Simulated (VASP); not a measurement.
A run of VASP 6.6.1 is set up as follows.

The input INCAR:

```
SYSTEM = NiMo7S16
PREC     = Accurate       ! precision mode
ENCUT    = 350            ! plane-wave cutoff, eV
EDIFF    = 1E-5           ! SCF threshold, eV
ISMEAR   = 0              ! smearing method
SIGMA    = 0.03           ! smearing width, eV
LREAL    = Auto         
LASPH    = .True.         ! aspherical terms in the spheres
NELM     = 120            ! most SCF steps
ALGO     = Normal         ! electronic algorithm
ISIF     = 2              ! what is computed and relaxed
LWAVE    = .False.        ! write WAVECAR
LCHARG   = .False.        ! write CHGCAR
LMAXMIX  = 4              ! l up to which the mixer works
LDAU     = .True.         ! DFT+U
LDAUTYPE = 2            
LDAUL    = 2 -1 -1        ! shell
LDAUU    = 5 0 0          ! U, eV
LDAUJ    = 0 0 0        
LDAUPRINT= 1            
GGA      = PS             ! functional
LORBIT   = 11             ! projections on sites
KPAR     = 4
```

Contents of KPOINTS:

```
regular mesh
0
Gamma
  3 3 2
  0 0 0
```

Contents of POSCAR:

```
NiMo7S16
1.0
    6.3379960990      0.0000000000      0.0000000000
   -3.1689980495      5.4888656308      0.0000000000
    0.0000000000      0.0000000000     12.3240000000
Ni Mo S
1 7 16
Direct
    0.1666666667      0.3333333333      0.2500000000
    0.1666666667      0.8333333333      0.2500000000
    0.6666666667      0.3333333333      0.2500000000
    0.6666666667      0.8333333333      0.2500000000
    0.3333333333      0.1666666667      0.7500000000
    0.3333333333      0.6666666667      0.7500000000
    0.8333333333      0.1666666667      0.7500000000
    0.8333333333      0.6666666667      0.7500000000
    0.1666666667      0.3333333333      0.6230000000
    0.1666666667      0.8333333333      0.6230000000
    0.6666666667      0.3333333333      0.6230000000
    0.6666666667      0.8333333333      0.6230000000
    0.3333333333      0.1666666667      0.1230000000
    0.3333333333      0.6666666667      0.1230000000
    0.8333333333      0.1666666667      0.1230000000
    0.8333333333      0.6666666667      0.1230000000
    0.1666666667      0.3333333333      0.8770000000
    0.1666666667      0.8333333333      0.8770000000
    0.6666666667      0.3333333333      0.8770000000
    0.6666666667      0.8333333333      0.8770000000
    0.3333333333      0.1666666667      0.3770000000
    0.3333333333      0.6666666667      0.3770000000
    0.8333333333      0.1666666667      0.3770000000
    0.8333333333      0.6666666667      0.3770000000
```

Potentials or basis: VASP PAW PBE potentials, release 64 (Ni, Mo_sv, S).

The run is started by

```sh
$ cat potpaw_PBE.64/Ni/POTCAR potpaw_PBE.64/Mo_sv/POTCAR potpaw_PBE.64/S/POTCAR > POTCAR
$ mpirun -np 4 vasp_std > vasp.out
```

Task: Estimate the band gap on the k mesh.

Result: 0.19 eV, indirect (least direct gap 0.19 eV).

Task: What does it give for the pressure?

Result: -4.2 GPa.

Task: Estimate the largest force.

Result: 0.822 eV/Å.

Stress tensor (GPa, compression positive):
```
-4.15  0.00  0.00
 0.00 -4.15  0.00
 0.00  0.00 -4.45
```

Caveat: the PAW data sets were made with another functional, which shifts forces and pressure a little. Spin polarisation is off, so any magnetic state and its effect on volume and gap are missing.
